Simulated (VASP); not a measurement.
Level of theory: PBE GGA, VASP's PBE PAW potentials (set 64) (plane waves; VASP).

VASP ran on this input.

**INCAR**
```
SYSTEM=Ni3Fe
PREC=Accurate; ENCUT=400; LREAL=F
LASPH=T
EDIFF=1E-6; NELM=100; ALGO=Normal
LMAXMIX=4
ISMEAR=1; SIGMA=0.1
GGA=PE
MAGMOM=0.6 0.13999999999999999 0.13999999999999999 0.13999999999999999
ISPIN=2
ISIF=2
LWAVE=F; LCHARG=F; LORBIT=10
```

File POSCAR:
```
Ni3Fe
1
    3.5500000000     0.0000000000     0.0000000000
    0.0000000000     3.5500000000     0.0000000000
    0.0000000000     0.0000000000     3.5500000000
Fe Ni
1 3
Direct
  0.0000000000   0.0000000000   0.0000000000
  0.0000000000   0.5000000000   0.5000000000
  0.5000000000   0.0000000000   0.5000000000
  0.5000000000   0.5000000000   0.0000000000
```

File KPOINTS:
```
Automatic mesh
0
Gamma
8 8 8
0 0 0
```

POTCAR, in this order: Fe Ni (PBE.64 set). Program: vasp_std.

Estimate the energy per atom (σ→0), cell moment, pressure, band gap (on the k-mesh).

| Quantity | Value |
|---|---|
| energy per atom (σ→0) | -6.249 eV/atom |
| cell moment | 4.82 μB |
| band gap (on the k-mesh) | none (metal, semimetal or under 0.01 eV) |
| pressure | -1.48 GPa |

**OSZICAR**
```
...
DAV:  12    -0.249968460286E+02    0.27879E-02   -0.26442E-02  4096   0.303E+00    0.634E-01
DAV:  13    -0.249973092460E+02   -0.46322E-03   -0.29698E-03  4600   0.884E-01    0.521E-01
DAV:  14    -0.249962981637E+02    0.10111E-02   -0.24597E-03  5136   0.997E-01    0.933E-02
DAV:  15    -0.249963821694E+02   -0.84006E-04   -0.39547E-04  3656   0.226E-01    0.312E-02
DAV:  16    -0.249963834372E+02   -0.12678E-05   -0.20323E-05  4304   0.799E-02    0.286E-02
DAV:  17    -0.249963847290E+02   -0.12918E-05   -0.22429E-06  2408   0.320E-02    0.191E-02
DAV:  18    -0.249963841425E+02    0.58658E-06   -0.18373E-06  1888   0.348E-02
   1 F= -.24996384E+02 E0= -.24996025E+02  d E =-.107796E-02  mag=     4.8237
```

The compound is Ni3Fe in the L1_2 structure. The cell was not relaxed at this level. The run is one of a series of settings (MAGMOM = 0.6 0.13999999999999999 0.13999999999999999 0.13999999999999999 against the base run), some of them coarse on purpose. VASP warned that the highest band is occupied, so more bands are needed.
